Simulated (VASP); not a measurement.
Output of a VASP run:

**OSZICAR**
```
       N       E                     dE             d eps       ncg     rms          rms(c)
DAV:   1     0.265440387789E+02    0.26544E+02   -0.37495E+03  2096   0.747E+02
DAV:   2    -0.824987758398E+01   -0.34794E+02   -0.33801E+02  3288   0.113E+02
DAV:   3    -0.935274351552E+01   -0.11029E+01   -0.11008E+01  2417   0.242E+01
DAV:   4    -0.935786421825E+01   -0.51207E-02   -0.51198E-02  2605   0.180E+00
DAV:   5    -0.935787813364E+01   -0.13915E-04   -0.13916E-04  2332   0.839E-02    0.311E+00
DAV:   6    -0.935007802053E+01    0.78001E-02   -0.49994E-03  2322   0.573E-01    0.187E+00
DAV:   7    -0.934622169261E+01    0.38563E-02   -0.11065E-02  2176   0.875E-01    0.907E-02
DAV:   8    -0.934635125578E+01   -0.12956E-03   -0.42918E-04  2170   0.154E-01    0.338E-02
DAV:   9    -0.934640113838E+01   -0.49883E-04   -0.75618E-05  2341   0.689E-02    0.105E-02
DAV:  10    -0.934640070921E+01    0.42917E-06   -0.64518E-06  2441   0.169E-02    0.366E-03
DAV:  11    -0.934640066251E+01    0.46705E-07   -0.10100E-06  2154   0.778E-03    0.145E-03
DAV:  12    -0.934640081380E+01   -0.15130E-06   -0.56839E-08  2453   0.168E-03    0.294E-04
DAV:  13    -0.934640084763E+01   -0.33823E-07   -0.15853E-08  1708   0.939E-04    0.117E-04
DAV:  14    -0.934640084858E+01   -0.95559E-09   -0.16863E-09  1081   0.317E-04
   1 F= -.93464008E+01 E0= -.93463176E+01  d E =-.934640E+01
       N       E                     dE             d eps       ncg     rms          rms(c)
DAV:   1    -0.934640166951E+01   -0.82188E-06   -0.38447E-05  2161   0.392E-02    0.178E-03
DAV:   2    -0.934640181595E+01   -0.14644E-06   -0.11051E-06  2480   0.781E-03    0.469E-04
DAV:   3    -0.934640187347E+01   -0.57513E-07   -0.17103E-08  2239   0.910E-04    0.244E-04
DAV:   4    -0.934640192367E+01   -0.50207E-07   -0.31376E-09  1092   0.368E-04    0.691E-05
DAV:   5    -0.934640193289E+01   -0.92109E-08   -0.34288E-10  1062   0.152E-04
   2 F= -.93464019E+01 E0= -.93463190E+01  d E =-.108430E-05
```

**OUTCAR**
```
------------------------ aborting loop because EDIFF is reached ----------------------------------------
  FORCE on cell =-STRESS in cart. coord.  units (eV):
  Direction    XX          YY          ZZ          XY          YZ          ZX
  --------------------------------------------------------------------------------------
  Total        0.0201736     -0.0079265     -0.0052496      0.0000000      0.0000000      0.0086731
  in kB        0.7178865     -0.2820691     -0.1868086      0.0000000      0.0000000      0.3086361
  external PRESSURE =       0.0830029 kB  Pullay stress =       0.0000000 kB
  volume of cell :       45.02
      direct lattice vectors                 reciprocal lattice vectors
     3.730046067 -1.909831605 -0.002690655     0.133962319 -0.261803187 -0.116840665
     3.730046067  1.909831605 -0.002690655     0.133962319  0.261803187 -0.116840665
     2.754467509  0.000000000  3.158102998     0.000228268  0.000000000  0.316446691
 POSITION                                       TOTAL-FORCE (eV/Angst)
 -----------------------------------------------------------------------------------
      2.31942      0.00000      0.71589        -0.000743      0.000000     -0.000229
      7.89514      0.00000      2.43683         0.000743      0.000000      0.000229
 -----------------------------------------------------------------------------------
    total drift:                                0.000000      0.000000      0.000000
  FREE ENERGIE OF THE ION-ELECTRON SYSTEM (eV)
  ---------------------------------------------------
  free  energy   TOTEN  =        -9.3464019329 eV

  energy  without entropy=       -9.3461532756  energy(sigma->0) =       -9.34631905

 reached required accuracy - stopping structural energy minimisation
```
(Selected blocks of OUTCAR.)

**POSCAR**
```
As
1
    3.7300460666    -1.9098316050    -0.0026906552
    3.7300460666     1.9098316050    -0.0026906552
    2.7544675087     0.0000000000     3.1581029982
As
2
Direct
  0.2270880827   0.2270880827   0.2270880827
  0.7729119173   0.7729119173   0.7729119173
```

**Question.** Reconstruct the remaining input files.

**Answer.** This is not unique; one that fits is the input of the run itself, PBE GGA, plane waves, VASP's PBE PAW potentials (set 64).

INCAR:
```
SYSTEM = As
LCHARG = .FALSE.
ISMEAR = 1   ! Methfessel-Paxton
LREAL = .FALSE.   ! projection in real space or not
LASPH = .TRUE.
EDIFFG = -0.001   ! ionic stop
NELM = 100   ! most electronic steps
EDIFF = 1E-8
LMAXMIX = 4
IBRION = 1
ISIF = 2   ! forces and stress, cell fixed
ALGO = Normal   ! blocked Davidson
SIGMA = 0.1   ! width (eV)
NSW = 30   ! most ionic steps
ENCUT = 400
LWAVE = .FALSE.
PREC = Accurate
GGA = PE   ! PBE
```

File KPOINTS:
```
Automatic
0
G
10 10 10
0 0 0
```

POTCAR, in this order: As (PBE.64 set). Program: vasp_std.

The compound is As in the a7 structure. This run relaxes the ions in a fixed cell. Symmetry was kept, so distortions that lower it aren't found. The start is the result of an earlier pass.
